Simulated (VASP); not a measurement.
Method: PBE GGA with D4 dispersion, VASP's PBE PAW potentials (set 64) (plane waves; VASP).

VASP ran on this input.

### INCAR
```
! general
SYSTEM =KI
PREC   =Accurate
ENCUT  =520   ! plane-wave cut-off (eV)
LREAL  =.False.   ! projection in real space or not
LASPH  =.True.

! electronic loop
EDIFF  =1E-7   ! SCF stop (eV)
NELM   =100   ! most electronic steps
ALGO   =Normal
LMAXMIX=4

! smearing
ISMEAR =0   ! Gaussian
SIGMA  =0.05

! functional
GGA    =PE
IVDW   =13   ! D4

! ions
ISIF   =2   ! forces and stress, cell fixed

! output
LWAVE  =.False.
LCHARG =.False.
```

POSCAR:
```
KI
7.125880
  0.0000000000   0.4999999822   0.4999999822
  0.4999999822   0.0000000000   0.4999999822
  0.4999999822   0.4999999822   0.0000000000
K I
1 1
Cart
  0.0000000000   0.0000000000   0.0000000000
  0.4999999822   0.4999999822   0.4999999822
```

### KPOINTS
```
Regular mesh
0
Gamma
  7 7 7
0 0 0
```

POTCAR, in this order: K_sv I (PBE.64 set). Program: vasp_std.

Output of the run:

### OSZICAR
```
       N       E                     dE             d eps       ncg     rms          rms(c)
DAV:   1     0.933277221603E+02    0.93328E+02   -0.66118E+03   480   0.113E+03
DAV:   2     0.981904367053E+00   -0.92346E+02   -0.86936E+02   556   0.251E+02
DAV:   3    -0.527861204595E+01   -0.62605E+01   -0.62360E+01   640   0.593E+01
DAV:   4    -0.564743738526E+01   -0.36883E+00   -0.36852E+00   904   0.121E+01
DAV:   5    -0.564821746238E+01   -0.78008E-03   -0.78006E-03   628   0.653E-01    0.291E+00
DAV:   6    -0.556147334961E+01    0.86744E-01   -0.12758E-01   592   0.220E+00    0.211E+00
DAV:   7    -0.555644663034E+01    0.50267E-02   -0.13535E-01   608   0.207E+00    0.803E-01
DAV:   8    -0.556220920543E+01   -0.57626E-02   -0.14607E-02   616   0.891E-01    0.108E-01
DAV:   9    -0.556272542979E+01   -0.51622E-03   -0.11091E-03   628   0.215E-01    0.705E-02
DAV:  10    -0.556292117927E+01   -0.19575E-03   -0.20213E-04   572   0.987E-02    0.199E-02
DAV:  11    -0.556293925281E+01   -0.18074E-04   -0.39169E-05   600   0.391E-02    0.129E-02
DAV:  12    -0.556294053128E+01   -0.12785E-05   -0.45754E-06   588   0.177E-02    0.116E-02
DAV:  13    -0.556294097680E+01   -0.44552E-06   -0.12514E-06   612   0.713E-03    0.389E-03
DAV:  14    -0.556294082782E+01    0.14898E-06   -0.70208E-08   432   0.250E-03    0.222E-04
DAV:  15    -0.556294083218E+01   -0.43653E-08   -0.15605E-08   424   0.117E-03
   1 F= -.58598584E+01 E0= -.58598584E+01  d E =-.111438E-14
```

OUTCAR:
```
------------------------ aborting loop because EDIFF is reached ----------------------------------------
  Edisp (eV):   -0.29692
  FORCE on cell =-STRESS in cart. coord.  units (eV):
  Direction    XX          YY          ZZ          XY          YZ          ZX
  --------------------------------------------------------------------------------------
  Total      -0.20023    -0.20023    -0.20023    -0.00000     0.00000     0.00000
  in kB      -3.54629    -3.54629    -3.54629    -0.00000     0.00000     0.00000
  external pressure =       -3.55 kB  Pullay stress =        0.00 kB
  volume of cell :       90.46
      direct lattice vectors                 reciprocal lattice vectors
     0.000000000  3.562939873  3.562939873    -0.140333550  0.140333550  0.140333550
     3.562939873  0.000000000  3.562939873     0.140333550 -0.140333550  0.140333550
     3.562939873  3.562939873  0.000000000     0.140333550  0.140333550 -0.140333550
  FREE ENERGIE OF THE ION-ELECTRON SYSTEM (eV)
  ---------------------------------------------------
  free  energy   TOTEN  =        -5.8598583759 eV

  energy  without entropy=       -5.8598583759  energy(sigma->0) =       -5.85985838
```
(Selected blocks of OUTCAR.)

The compound is KI in the rock salt structure. This cell is one point of a volume scan, at 1.03 of the reference volume.
